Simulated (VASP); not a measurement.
Output of a VASP run:

OSZICAR:
```
       N       E                     dE             d eps       ncg     rms          rms(c)
DAV:   1     0.414139384308E+02    0.41414E+02   -0.78066E+03  1672   0.103E+03
DAV:   2    -0.640088481915E+01   -0.47815E+02   -0.46759E+02  1714   0.272E+02
DAV:   3    -0.896218764296E+01   -0.25613E+01   -0.23397E+01  2347   0.353E+01
DAV:   4    -0.905745191943E+01   -0.95264E-01   -0.93664E-01  2161   0.722E+00
DAV:   5    -0.906123482630E+01   -0.37829E-02   -0.37808E-02  2409   0.101E+00    0.241E+01
DAV:   6    -0.906191588075E+01   -0.68105E-03   -0.67962E-03  2536   0.726E-01    0.192E+01
DAV:   7    -0.907125298162E+01   -0.93371E-02   -0.85994E-02  2457   0.274E+00    0.325E-01
DAV:   8    -0.907100881633E+01    0.24417E-03   -0.35111E-03  2034   0.494E-01    0.242E-01
DAV:   9    -0.907065772188E+01    0.35109E-03   -0.28975E-03  2113   0.433E-01    0.143E-01
DAV:  10    -0.907061258279E+01    0.45139E-04   -0.18518E-04  2019   0.130E-01    0.196E-02
DAV:  11    -0.907060995860E+01    0.26242E-05   -0.38571E-05  2252   0.542E-02    0.377E-02
DAV:  12    -0.907061037344E+01   -0.41484E-06   -0.60050E-06  1879   0.198E-02
   1 F= -.90706104E+01 E0= -.90710740E+01  d E =0.139083E-02
```

**OUTCAR**
```
------------------------ aborting loop because EDIFF is reached ----------------------------------------
  FORCE on cell =-STRESS in cart. coord.  units (eV):
  Direction    XX          YY          ZZ          XY          YZ          ZX
  --------------------------------------------------------------------------------------
  Total        0.3045397      0.3045397     -0.0671319      0.0000000     -0.0000000      0.0000000
  in kB        7.7372497      7.7372487     -1.7055787      0.0000000     -0.0000000      0.0000000
  external PRESSURE =       4.5896399 kB  Pullay stress =       0.0000000 kB
  volume of cell :       63.06
      direct lattice vectors                 reciprocal lattice vectors
     1.795000000 -3.109031000  0.000000000     0.278551532 -0.160821812  0.000000000
     1.795000000  3.109031000  0.000000000     0.278551532  0.160821812  0.000000000
     0.000000000  0.000000000  5.650000000     0.000000000  0.000000000  0.176991150
 POSITION                                       TOTAL-FORCE (eV/Angst)
 -----------------------------------------------------------------------------------
      1.79500      1.03635      1.41250         0.000000      0.000000      0.000000
      1.79500     -1.03635      4.23750        -0.000000     -0.000000      0.000000
 -----------------------------------------------------------------------------------
    total drift:                                0.000000      0.000101     -0.000011
  FREE ENERGIE OF THE ION-ELECTRON SYSTEM (eV)
  ---------------------------------------------------
  free  energy   TOTEN  =        -9.0706103734 eV

  energy  without entropy=       -9.0720012002  energy(sigma->0) =       -9.07107398
```
(Selected blocks of OUTCAR.)

POSCAR:
```
Dy
1
    1.7950000000    -3.1090310000     0.0000000000
    1.7950000000     3.1090310000     0.0000000000
    0.0000000000     0.0000000000     5.6500000000
Dy
2
Direct
  0.3333330000   0.6666670000   0.2500000000
  0.6666670000   0.3333330000   0.7500000000
```

Question: Write an INCAR and KPOINTS that could have produced this output.

Answer: Several could match; the one computed here: the input of the run itself, PBE GGA, plane waves, VASP's PBE PAW potentials (set 64).

KPOINTS:
```
Automatic mesh
0
Gamma
11 11 6
0 0 0
```

INCAR:
```
# general
SYSTEM  = Dy
PREC    = Accurate
ENCUT   = 400
LREAL   = .FALSE.
LASPH   = .TRUE.   # aspherical one-centre terms

# electronic loop
EDIFF   = 1E-6
NELM    = 100   # most electronic steps
ALGO    = Normal
IMIX    = 4
AMIX    = 0.2
BMIX    = 1.0
LMAXMIX = 6

# smearing
ISMEAR  = 1
SIGMA   = 0.1   # width (eV)

# functional
GGA     = PE   # PBE

# ions
ISIF    = 2   # forces and stress, cell fixed

# output
LWAVE   = .FALSE.
LCHARG  = .FALSE.
```

POTCAR, in this order: Dy_3 (PBE.64 set). Program: vasp_std.

The 4f electrons are frozen in the core of the lanthanide potential, so 4f levels, which can set the real gap, and their magnetism are missing.

The compound is Dy in the hcp structure. The cell was not relaxed at this level. The run is one of a series of settings (AMIX = 0.2, BMIX = 1.0, IMIX = 4 against the base run), some of them coarse on purpose.
